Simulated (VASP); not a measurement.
MgZn₃S₄ (space group P-43m): the band gap from VASP (plane waves, PAW) at several levels of theory. Gaps are without spin-orbit coupling. Each level names its cell: its own relaxed one, PBE's, or the starting one. A gap is the smallest over the k-mesh and a band path; hybrids may have named points in place of the path, and GW has the mesh alone.  mBJ is a potential without an energy functional, so only the levels count.

```tsv
level	band gap (eV)
PBEsol (own cell)	2.31
r2SCAN (own cell)	2.97
mBJ (TB09) (PBE cell)	3.85
```

The cell of the PBEsol (own cell) run:

```yaml
crystal:
  lattice:
    - [5.42647, 0.00000, 0.00000]
    - [0.00000, 5.42647, 0.00000]
    - [0.00000, 0.00000, 5.42647]
  atoms:
    - { symbol: Mg, position: [0.50000, 0.50000, 0.50000] }
    - { symbol: Zn, position: [0.00000, 0.00000, 0.50000] }
    - { symbol: Zn, position: [0.50000, 0.00000, 0.00000] }
    - { symbol: Zn, position: [0.00000, 0.50000, 0.00000] }
    - { symbol: S, position: [0.75686, 0.75686, 0.24314] }
    - { symbol: S, position: [0.75686, 0.24314, 0.75686] }
    - { symbol: S, position: [0.24314, 0.24314, 0.24314] }
    - { symbol: S, position: [0.24314, 0.75686, 0.75686] }
```

Only levels that ran to the end are used. Left out are those held back, those with too coarse a band path, GW runs whose mesh misses a band edge, hybrids' fits of cells that aren't cubic and levels without matching references; a question may draw on a part of the rest.

The structure comes from a computed database's MgZn3S4 entry (P-43m); how it stands against other phases isn't given here.
